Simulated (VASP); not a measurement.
Input for VASP

### KPOINTS
```
Automatic mesh
0
Gamma
6 6 6
0 0 0
```

**POSCAR**
```
NaF
4.5809340
  0.0000000000   0.5000000000   0.5000000000
  0.5000000000   0.0000000000   0.5000000000
  0.5000000000   0.5000000000   0.0000000000
Na F
1 1
Cart
  0.0000000000   0.0000000000   0.0000000000
  0.5000000000   0.5000000000   0.5000000000
```

**INCAR**
```
SYSTEM = NaF
PREC = Accurate
ENCUT = 400
EDIFF = 1E-6
NELM = 100
ALGO = Normal
LREAL = .FALSE.
LASPH = .TRUE.
ISMEAR = -1
SIGMA = 0.02
LWAVE = .FALSE.
LCHARG = .FALSE.
ISIF = 2
```

POTCAR, in this order: Na_pv F (LDA.64 set). Program: vasp_std.

Problem. Translate this LDA calculation to Quantum ESPRESSO's pw.x.

Solution. One equivalent input (not run):
```
&CONTROL
  calculation = 'scf'
  pseudo_dir = './pseudo'
  outdir = './out'
  tprnfor = .true.
  tstress = .true.
/
&SYSTEM
  ibrav = 0
  nat = 2
  ntyp = 2
  ecutwfc = 88
  occupations = 'smearing'
  smearing = 'fermi-dirac'
  degauss = 0.00147
  input_dft = 'pz'
/
&ELECTRONS
  conv_thr = 7.3e-08
  electron_maxstep = 100
/
ATOMIC_SPECIES
  Na 22.990 Na.upf
  F 18.998 F.upf
CELL_PARAMETERS angstrom
     0.0000000    2.2904670    2.2904670
     2.2904670    0.0000000    2.2904670
     2.2904670    2.2904670    0.0000000
ATOMIC_POSITIONS crystal
  Na   0.0000000  0.0000000  0.0000000
  F    0.5000000  0.5000000  0.5000000
K_POINTS automatic
  6 6 6 0 0 0
```
What does not carry over: the potentials are each code's own (VASP's PAW set, PseudoDojo norm-conserving files in pw.x), so ENCUT and ecutwfc are chosen apart and not converted; conv_thr bounds pw.x's estimated SCF error, while EDIFF bounds the energy change between steps.

The structure comes from a computed database's NaF entry; how it stands against other phases isn't given here. The cell was not relaxed at this level. The run is one of a series of settings (GGA removed, POTCAR Na_pv F (LDA.64 set) against the base run), some of them coarse on purpose.
